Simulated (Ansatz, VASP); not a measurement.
# SbAs: VASP beside Ansatz

Wanted: the spread between two codes on one cell, functional and k mesh. The cell is generated by rule, not measured, and may not be a known phase. The cell is taken from a series of runs on this material, whose earlier steps may have relaxed, scaled, displaced or heated it; both programs get it as it stands.

Calculated with Ansatz 0.2.0; plane waves, with VASP 6.6.1 beside it; relaxation of cell and atoms at PBEsol.

## 1. The starting structure

The structure is tetragonal, space group I4mm (No. 107). Conventional cell: a = 4.092 Å, b = 4.092 Å, c = 5.874 Å, α = 90.00°, β = 90.00°, γ = 90.00°. Nearest to Sb lie 6 As at 2.66 to 3.21 Å. As has 6 Sb at 2.66 to 3.21 Å nearest. Farther neighbours are not listed.

Structure file:

```cif
data_structure
_symmetry_space_group_name_H-M 'I4mm'
_symmetry_Int_Tables_number 107
_cell_length_a 4.0924
_cell_length_b 4.0924
_cell_length_c 5.8735
_cell_angle_alpha 90.000
_cell_angle_beta 90.000
_cell_angle_gamma 90.000
_cell_volume 98.37
loop_
_atom_site_label
_atom_site_type_symbol
_atom_site_symmetry_multiplicity
_atom_site_Wyckoff_symbol
_atom_site_fract_x
_atom_site_fract_y
_atom_site_fract_z
_atom_site_occupancy
Sb1 Sb 2 a 0.50000 0.50000 0.28911 1
As1 As 2 a 0.00000 0.00000 0.33589 1
```

## 2. Ansatz: relaxation of cell and atoms, PBEsol, pair 1

Ansatz runs on its default PAW (the set named soft_2) files.

The relaxed volume is the usual yardstick between codes: in a stiff, nearly cubic crystal its relative difference is about their pressure difference at one cell divided by the bulk modulus.

input.yaml

```yaml
crystal:
  lattice:
    - [-2.0462051889, 2.0462051889, 2.9367529923]
    - [2.0462051889, -2.0462051889, 2.9367529923]
    - [2.0462051889, 2.0462051889, -2.9367529923]
  atoms:
    - { symbol: Sb, position: [0.7891063783, 0.7891063783, 0.0] }
    - { symbol: As, position: [0.3358936217, 0.3358936217, 0.0] }
kpoints:
  mp_grid: { grid: [14, 14, 14] }
hamiltonian:
  xc: pbesol
scf:
  occupations: { method: methfessel_paxton, width: 0.2 }
output:
  forces: true
  stress: true
  eigenvalues: true
relax:
  adjacent_minimum: "off"
  f_tol: 0.001
  max_steps: 60
  cell: { stress_tol: 0.01 }
```

Launch:

```bash
$ ansatz run input.yaml --threads 4 --pin off --max-ram 7168MiB --backend cpu --events-out ev --progress --plain --runs-dir out
```

Numbers of over 12 decimals in the logs are rounded to 6 here.

Log:

```text
Engine: ansatz 0.2.0, aarch64-unknown-linux-gnu
Pseudopotentials: kind: paw
Pseudopotential: Sb, paw, valence charge 15, recommended cutoff 420 eV (normal), Sb.paw.azcp
Pseudopotential: As, paw, valence charge 15, recommended cutoff 420 eV (normal), As.paw.azcp
Functional definition: PBEsol
  exchange = pbesol_x
  correlation = pbesol_c
Crystal: 2 atoms, lattice volume = 49.184 Å³
Basis set: ecut = 420 eV, 941 PW (Γ), exchange–correlation on 60×60×60 points (8 copies of the dense FFT grid, shifted against one another)
Bands: 19, of which v1, the nominal top of the filled ones, is band 15 counted from 1 (14 counted from 0)
Symmetry: 8 space group operations
Space group: I4mm (ITA 107), of the structure as read, at distance tolerance 3.7e-5 Å
k-points: 244 of 2744 (time reversal used)
Non-local potential: Sb, projectors of the file, l = 0: 2, l = 1: 2, l = 2: 2, l = 3: 2
Non-local potential: As, projectors of the file, l = 0: 2, l = 1: 2, l = 2: 3, l = 3: 1
PAW form: soft (Blöchl's): semilocal exchange-correlation on the pseudo side does not see the compensation charge
PAW frozen core: Sb, regenerated for the run's functional, and the local potential with it (the file was generated under x = pbe(κ = 0.804, μ = 0.219515), c = pbe(β = 0.066725))
PAW frozen core: As, regenerated for the run's functional, and the local potential with it (the file was generated under x = pbe(κ = 0.804, μ = 0.219515), c = pbe(β = 0.066725))
PAW one-centre angular grid: Sb, 590 points (default); XC on 64 Gauss nodes
PAW one-centre angular grid: As, 590 points (default); XC on 64 Gauss nodes
Initial density: superposition of atomic densities (neutral atoms: chi_scale 0, normalization atom), corrected by the library's trained network
Initial wavefunctions: pseudopotential atomic-orbital guess
Functional: x = pbesol(κ = 0.804, μ = 0.123457), c = pbesol(β = 0.046)
SCF iter   1: F=—  HF=-11221.096529 eV  |F-HF|=—  |Δ(HF+E_count)|=         —  Δρ=3.01e-3  dr2=6.63e-3  ethr=1.77e-3  ⟨swp⟩=5.3  Hψ=21903  notcnv=0
preconditioner: auto → Kerker (q_TF=auto, 2.513 Å⁻¹)  [metal: Δε(μ)=0.080 eV  Ē_g=9.467 eV  σ=0.200 eV  W_gap=0.33  n_scr=14 (ndim 8)  ℏωp=16.7 eV  f_vac=0.001  D(μ)=0.29/eV (n_scr^D=0)]
SCF iter   2: F=—  HF=-11221.093810 eV  |F-HF|=—  |Δ(HF+E_count)|=   2.72e-3  S|Δr|=    0.00e0  Δρ=1.76e-3  dr2=1.58e-3  ethr=2.21e-5  ⟨swp⟩=2.5  Hψ=10252  notcnv=0
SCF iter   3: F=—  HF=-11221.093442 eV  |F-HF|=—  |Δ(HF+E_count)|=   3.68e-4  S|Δr|=    0.00e0  Δρ=4.81e-4  dr2=1.68e-4  ethr=5.26e-6  ⟨swp⟩=2.0  Hψ=6023  notcnv=0
SCF iter   4: F=—  HF=-11221.093420 eV  |F-HF|=—  |Δ(HF+E_count)|=   2.24e-5  S|Δr|=    0.00e0  Δρ=2.24e-4  dr2=2.56e-5  ethr=5.61e-7  ⟨swp⟩=2.3  Hψ=6527  notcnv=0
SCF iter   5: F=—  HF=-11221.093422 eV  |F-HF|=—  |Δ(HF+E_count)|=   2.42e-6  S|Δr|=    0.00e0  Δρ=7.21e-5  dr2=3.12e-6  ethr=8.54e-8  ⟨swp⟩=2.0  Hψ=6983  notcnv=0
SCF iter   6: F=—  HF=-11221.093422 eV  |F-HF|=—  |Δ(HF+E_count)|=   2.36e-7  S|Δr|=    0.00e0  Δρ=3.41e-5  dr2=4.10e-7  ethr=1.04e-8  ⟨swp⟩=2.0  Hψ=8300  notcnv=0
SCF iter   7: F=-11221.093422 eV  HF=-11221.093422 eV  |F-HF|=6.18e-9  |Δ(HF+E_count)|=   3.56e-7  S|Δr|=    0.00e0  Δρ=9.04e-6  dr2=3.79e-8  ethr=3.33e-10  ⟨swp⟩=6.0  Hψ=22523  notcnv=0
SCF 1 converged in 7 iterations: F = -11221.093422 eV  dr2 = 3.79e-8
  greatest PAW one-centre occupation: 0.999 electrons in one spin orbital (limit 2), on the As atom at site 1 (counted from 0), in its partial waves of l = 2
relax step   1: F+E_penalty+E_count = -11221.09342177 eV  Δ(F+E_penalty+E_count) = +0.000e0 eV  max|allowed force component| = 9.440e-3 eV/Å  Δτ_max = 0.0000 Å  P = +0.024 GPa  Ω = 49.184 Å³  (7 SCF iters, dr2 threshold 1.00e-7 eV, accepted)
[...]
relax step   2: F+E_penalty+E_count = -11221.09342822 eV  Δ(F+E_penalty+E_count) = -6.445e-6 eV  max|allowed force component| = 3.033e-3 eV/Å  Δτ_max = 0.0001 Å  P = -0.007 GPa  Ω = 49.204 Å³  energy of the carried Pulay correction = -3.979e-6 eV  (3 SCF iters, dr2 threshold 5.06e-8 eV, accepted)
[...]
relax step   3: F+E_penalty+E_count = -11221.09343744 eV  Δ(F+E_penalty+E_count) = -9.227e-6 eV  max|allowed force component| = 2.698e-4 eV/Å  Δτ_max = 0.0002 Å  P = -0.002 GPa  Ω = 49.197 Å³  energy of the carried Pulay correction = -2.624e-6 eV  (3 SCF iters, dr2 threshold 1.86e-8 eV, accepted)
[...]
relax step   4: F+E_penalty+E_count = -11221.09344033 eV  Δ(F+E_penalty+E_count) = -2.889e-6 eV  max|allowed force component| = 2.711e-4 eV/Å  Δτ_max = 0.0000 Å  P = -0.002 GPa  Ω = 49.197 Å³  stress off target by 2.46e-3 GPa  SCF on the basis re-selected at this cell (its energy is not comparable with the rows above)  (6 SCF iters)
basis re-selected at this cell: Δ(F+E_penalty+E_count) = -2.889e-6 eV, ΔP = -0.000 GPa vs the last step (what re-selecting the basis moved, of the pressure what is left beyond the Pulay correction that the steps carried, after the strain that the cell walked since its last selection, with what the two solves' SCF thresholds leave and, on support functions, any second-order correction that the steps lacked; it is no m [...]
SCF converged after 6 iterations
Stability not checked: this state was not tested for a lower state beside it, because cold or Methfessel-Paxton smearing, or corrected tetrahedra, fill the levels in a way that the test cannot read (fill_not_monotonic; see scf.lower_state_search)
Free energy (F): -11221.093440 eV
Harris-Foulkes:  -11221.093440 eV  (|F-HF|=3.64e-12)
Internal energy: -11221.095584 eV  (E = F + TS)
E sigma→0 (E₀):  -11221.093976 eV
Entropy (-TS):   0.002143 eV (1.072 meV/atom)
Fermi energy:    10.775282 eV
--- Per-component energies (eV) ---
  E_band       = -385.709514
  E_kinetic    = 310.347013
  E_local      = -3184.304881  (includes V_loc(G=0)·N_el)
  E_nonlocal   = -304.552946
  E_hartree    = 1615.281881
  E_xc         = -216.563471
  E_vxc        = -176.315724  (∫ρ·V_xc dr)
  E_paw        = -6291.752157  (= ΣΔE_a)
  E_vpaw       = -261.446745  (= ΣTr[D̂ρ^β])
  E_aug_tail   = 0.000006  (compensation charges beyond the density's cutoff)
  E_ewald      = -3150.849314
  E_core_change = 1.298286  (= ΣΔE_core)
  E_smearing   = 0.002143  (= −TS)
  E_closure    = 0.000000  (closes the sum)
  Σ components = -11221.093440   (vs F -11221.093440, Δ=0.00e0)
--- Forces (eV/Å), atoms counted from 1 ---
  atom   1  Sb     0.00000000    -0.00000000     0.00027113
  atom   2  As    -0.00000000    -0.00000000    -0.00027116
  max |Σ_I F_I| component: 2.72e-8 eV/Å
--- Stress (GPa, compression-positive) ---
       -0.002460       0.000000      -0.000000
        0.000000      -0.002460      -0.000000
       -0.000000      -0.000000      -0.001942
  P = ⅓ Tr σ = -0.0023 GPa (-0.023 kbar)
--- Band table (eV; the first three rows and the last of 244) ---
  k-point 0: bands = [... 11 lower, 5.8326, 8.7768, 8.9447, 8.9447, 13.8974, 13.8974, 14.3217, 15.9951]
  k-point 1: bands = [... 11 lower, 5.4527, 8.6130, 8.7856, 9.5082, 13.1833, 13.8549, 14.3858, 16.1779]
  k-point 2: bands = [... 11 lower, 4.7322, 8.1971, 8.3883, 10.7173, 11.5841, 13.7048, 14.5764, 15.8371]
  k-point 243: bands = [... 11 lower, 2.2195, 5.1466, 6.8177, 6.8177, 12.9675, 16.5028, 16.5028, 18.2704]
--- Relaxed structure (3 steps of the walk, 3 accepted, 1 SCFs on fresh bases) ---
  F+E_penalty+E_count = -11221.09344033 eV   max|allowed force component| = 2.711e-4 eV/Å   (the final SCF, on the basis selected at the relaxed cell)
  cell:  # Å, volume = 49.1970 Å³
    - [-2.045831, 2.045831, 2.938589]
    - [2.045831, -2.045831, 2.938589]
    - [2.045831, 2.045831, -2.938589]
  atoms:
    - { symbol: Sb, position: [0.789155, 0.789155, 0] }
    - { symbol: As, position: [0.335845, 0.335845, 0] }
```

## 3. VASP: relaxation of cell and atoms, PBEsol, pair 1

The same cell, functional, mesh and smearing now go to VASP, with its own data sets.

Lines of VASP's logs that name or quote its potential files are left out, and so is its time.

INCAR

```
SYSTEM = SbAs
PREC = Accurate
ENCUT = 500
EDIFF = 1E-07
NELM = 120
ISMEAR = 1
SIGMA = 0.2
LREAL = .FALSE.
ALGO = Normal
GGA = PS
NBANDS = 11
LORBIT = 11
LWAVE = .FALSE.
LCHARG = .FALSE.
ISIF = 3
IBRION = 2
NSW = 80
EDIFFG = -0.005
LASPH = .TRUE.
GGA_COMPAT = .FALSE.
NELMIN = 4
KPAR = 2
```

POSCAR

```
SbAs
1.0
   -2.0462050000      2.0462050000      2.9367530000
    2.0462050000     -2.0462050000      2.9367530000
    2.0462050000      2.0462050000     -2.9367530000
Sb As
1 1
Direct
    0.7891063702      0.7891063702      0.0000000000
    0.3358935872      0.3358935872      0.0000000000
```

KPOINTS

```
Automatic mesh
0
Gamma
14 14 14
0 0 0
```

The projector-augmented-wave data sets are Sb and As (PBE family, release 64).

Launch:

```bash
$ mpirun -np 2 vasp_std
```

Log:

```text
[banner, memory and clock lines left out]
running    2 mpi-ranks, on    1 nodes
 distrk:  each k-point on    1 cores,    2 groups
 distr:  one band on    1 cores,    1 groups

 POSCAR found type information on POSCAR SbAs
 POSCAR found :  2 types and       2 ions
|                                                                             |
|               ----> ADVICE to this user running VASP <----                  |
|                                                                             |
|     You enforced a specific xc type in the INCAR file but a different       |
|     [... a line on the potential file left out ...]
|     I HOPE YOU KNOW WHAT YOU ARE DOING!                                     |
|                                                                             |

 LDA part: xc-table for (Slater+PW92), standard interpolation
 POSCAR, INCAR and KPOINTS ok, starting setup
 FFT: planning ... GRIDC
 FFT: planning ... GRID_SOFT
 FFT: planning ... GRID
 WAVECAR not read
 entering main loop
       N       E                     dE             d eps       ncg     rms          rms(c)
DAV:   1     0.288937173723E+02    0.28894E+02   -0.36422E+03  5368   0.705E+02
DAV:   2    -0.804005744290E+01   -0.36934E+02   -0.35973E+02  7332   0.110E+02
DAV:   3    -0.971987612474E+01   -0.16798E+01   -0.16687E+01  6538   0.263E+01
DAV:   4    -0.973267882258E+01   -0.12803E-01   -0.12801E-01  6076   0.270E+00
DAV:   5    -0.973278687868E+01   -0.10806E-03   -0.10806E-03  6421   0.270E-01    0.307E+00
DAV:   6    -0.966441820976E+01    0.68369E-01   -0.25300E-01  5695   0.172E+00    0.185E+00
DAV:   7    -0.966063346101E+01    0.37847E-02   -0.27426E-02  6307   0.834E-01    0.696E-01
DAV:   8    -0.965940059831E+01    0.12329E-02   -0.31865E-03  5719   0.272E-01    0.878E-02
DAV:   9    -0.965936418425E+01    0.36414E-04   -0.61625E-04  5938   0.123E-01    0.479E-02
DAV:  10    -0.965936461736E+01   -0.43310E-06   -0.29876E-05  6313   0.355E-02    0.239E-02
DAV:  11    -0.965936360895E+01    0.10084E-05   -0.15718E-05  5881   0.163E-02    0.337E-03
DAV:  12    -0.965936345199E+01    0.15696E-06   -0.12332E-06  5992   0.671E-03    0.294E-03
DAV:  13    -0.965936349975E+01   -0.47761E-07   -0.38633E-08  3293   0.127E-03
   1 F= -.96593635E+01 E0= -.96600759E+01  d E =-.965936E+01
[...]
2 F= -.96594555E+01 E0= -.96601644E+01  d E =-.920498E-04
[...]
3 F= -.96595640E+01 E0= -.96602748E+01  d E =-.200521E-03
[...]
4 F= -.96595639E+01 E0= -.96602747E+01  d E =-.200420E-03
[...]
5 F= -.96595824E+01 E0= -.96602900E+01  d E =-.184647E-04
 ZBRENT: can't locate minimum, use default step
 trial-energy change:   -0.000018  1 .order   -0.000018   -0.000021   -0.000016
 step:   3.6671(harm=  3.8325)  dis= 0.00254  next Energy=    -9.659607 (dE=-0.435E-04)
 bond charge predicted
       N       E                     dE             d eps       ncg     rms          rms(c)
DAV:   1    -0.965963297484E+01   -0.50583E-04   -0.40746E-03  5752   0.320E-01    0.242E-02
DAV:   2    -0.965961908437E+01    0.13890E-04   -0.10838E-04  5968   0.665E-02    0.145E-02
DAV:   3    -0.965960766088E+01    0.11423E-04   -0.22958E-05  5797   0.240E-02    0.350E-03
DAV:   4    -0.965960756766E+01    0.93217E-07   -0.76512E-07  6418   0.539E-03
   6 F= -.96596076E+01 E0= -.96603051E+01  d E =-.436475E-04
 curvature:  -1.99 expect dE=-0.101E-04 dE for cont linesearch -0.795E-07
 trial: gam= 0.17276 g(F)=  0.815E-08 g(S)=  0.505E-05 ort = 0.972E-06 (trialstep = 0.147E+01)
 search vector abs. value=  0.610E-05
 reached required accuracy - stopping structural energy minimisation
```

OUTCAR, selected parts (step 3):

```text
ion  position               nearest neighbor table
   1  0.789  0.789  0.000-   2 2.66   2 2.91   2 2.91   2 2.91   2 2.91   2 3.21
   2  0.336  0.336  0.000-   1 2.66   1 2.91   1 2.91   1 2.91   1 2.91   1 3.21

  LATTYP: Found a body centered tetragonal cell.
 ALAT       =     4.0924100000
 C/A-ratio  =     1.4352193451

 Subroutine GETGRP returns: Found  8 space group operations
 (whereof  8 operations were pure point group operations)

The static configuration has the point symmetry C_4v.

 Found    244 irreducible k-points:

   k-points           NKPTS =    244   k-points in BZ     NKDIM =    244   number of bands    NBANDS=     11

   dimension x,y,z NGX =    30 NGY =   30 NGZ =   30
   dimension x,y,z NGXF=    60 NGYF=   60 NGZF=   60

   ENCUT  =  500.0 eV  36.75 Ry    6.06 a.u.   7.52  7.52  7.52*2*pi/ulx,y,z

   NELECT =      10.0000    total number of electrons

 k-points in reciprocal lattice and weights: Automatic mesh
   0.00000000  0.00000000  0.00000000       0.000
   0.07142857 -0.00000000  0.00000000       0.003
   0.14285714  0.00000000  0.00000000       0.003
   0.21428571 -0.00000000  0.00000000       0.003
   0.28571429 -0.00000000  0.00000000       0.003
   0.35714286 -0.00000000  0.00000000       0.003
   0.42857143 -0.00000000  0.00000000       0.003
   0.50000000  0.00000000  0.00000000       0.001
   0.07142857  0.07142857  0.00000000       0.003
[...]
-0.42857143 -0.42857143  0.42857143       0.001
   0.50000000  0.50000000  0.50000000       0.000

 average (electrostatic) potential at core
       1 -86.1387       2 -47.9790

 E-fermi :   6.7299

 k-point     1 :       0.0000    0.0000    0.0000
  band No.  band energies     occupation
      1      -7.0887      2.00000
      2       1.8050      2.00000
      3       4.7392      2.00000
      4       4.8977      2.00000
      5       4.8977      2.00000
      6       9.8668     -0.00000
      7       9.8668     -0.00000
      8      10.2687     -0.00000
      9      11.8977      0.00000
     10      12.5246      0.00000
    ...

 k-point     2 :       0.0714   -0.0000    0.0000
  band No.  band energies     occupation
      1      -7.0285      2.00000
      2       1.4904      2.00000
      3       4.7640      2.00000
      4       4.9050      2.00000
      5       5.0543      2.00000
      6       9.6868     -0.00000
      7       9.7269     -0.00000
      8      10.0257     -0.00000
      9      11.9304      0.00000
     10      12.3576      0.00000
    ...

 k-point     3 :       0.1429    0.0000    0.0000
  band No.  band energies     occupation
      1      -6.8488      2.00000
      2       0.7423      2.00000
      3       4.7681      2.00000
      4       4.9323      2.00000
      5       5.4081      2.00000
      6       9.1936     -0.00000
      7       9.3361     -0.00000
      8       9.4807     -0.00000
      9      11.9177      0.00000
     10      12.4704      0.00000
    ...

  Total        0.0093198      0.0093198     -0.0059815      0.0000000     -0.0000000      0.0000000
  in kB        0.3031909      0.3031909     -0.1945903      0.0000000     -0.0000000      0.0000000
  external PRESSURE =       0.1372638 kB  Pullay stress =       0.0000000 kB

  energy-cutoff  :      500.00
  volume of cell :       49.25
      direct lattice vectors                 reciprocal lattice vectors
    -2.046706439  2.046706439  2.939215170     0.000000000  0.244294927  0.170113439
     2.046706439 -2.046706439  2.939215170     0.244294927  0.000000000  0.170113439
     2.046706439  2.046706439 -2.939215170     0.244294927  0.244294927  0.000000000

 POSITION                                       TOTAL-FORCE (eV/Angst)
 -----------------------------------------------------------------------------------
      2.04671      2.04671      1.70337         0.000000      0.000000      0.000291
      0.00000      0.00000      1.97065        -0.000000     -0.000000     -0.000291
 -----------------------------------------------------------------------------------
    total drift:                                0.000000      0.000000      0.000042

  FREE ENERGIE OF THE ION-ELECTRON SYSTEM (eV)
  ---------------------------------------------------
  free  energy   TOTEN  =        -9.6596075677 eV

  energy  without entropy=       -9.6617001714  energy(sigma->0) =       -9.66030510

 reached required accuracy - stopping structural energy minimisation

 total charge
# of ion       s       p       d       tot
------------------------------------------
    1        1.234   1.082   0.048   2.363
    2        1.291   1.382   0.039   2.712
--------------------------------------------------
tot          2.525   2.464   0.086   5.075

[... 3 further parts left out ...]
```

The run keeps the 8 symmetry operations of its start, so it cannot find a distortion of lower symmetry.

## 4. Side by side

Known differences besides the potentials themselves: the data sets hold 30 valence electrons in Ansatz (on its default PAW (the set named soft_2) files) and 10 in VASP; the cutoff is 420 eV in Ansatz and 500 eV in VASP; Ansatz makes its cores anew for this functional, VASP keeps those of its PBE data sets; Ansatz adds a Pulay correction to the stress that steers its cell, VASP none. Total energies have different zeros and are not compared.

The two programs side by side:

```
                                         quantity  Ansatz   VASP  difference
                                      volume (Å³)   49.20  49.25     -0.11 %
edge a after relaxation, in the typed setting (Å)   4.124  4.125     -0.03 %
```

[end of part 1 of 2]

[Lines on the potential files, build, host, timing and source positions are cut from VASP's logs without a mark.]

[Logs are printed without paths, hosts, clocks, repeated set-up lines and the standing remarks that a program may print on its own settings, such as how far it seeks lower states.]

[Hosts, paths, dates, database ids (printed as entryN), source tags and the programs' standing remarks are cut or masked in the printed files.]
